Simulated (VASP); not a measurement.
Given:

```
Ag2O
1.0
    4.87181     0.00000     0.00000
    0.00000     4.87181     0.00000
    0.00000     0.00000     4.87181
Ag O
4 2
Direct
  0.75000   0.25000   0.75000
  0.25000   0.75000   0.75000
  0.75000   0.75000   0.25000
  0.25000   0.25000   0.25000
  0.00000   0.00000   0.00000
  0.50000   0.50000   0.50000
```

All values below come from revPBE GGA, VASP's PBE PAW potentials (set 64) (plane waves; VASP). Settings: 520 eV cut-off, Gaussian smearing of 0.050 eV, potentials Ag O.

Question: What does the run give for the band gap (along the path) with the smallest direct gap where there is one?

Answer: 
band gap (along the path): none (metal, semimetal or under 0.01 eV)

The compound is Ag2O in the cuprite structure. It was relaxed first, which changed the volume by +9 %.
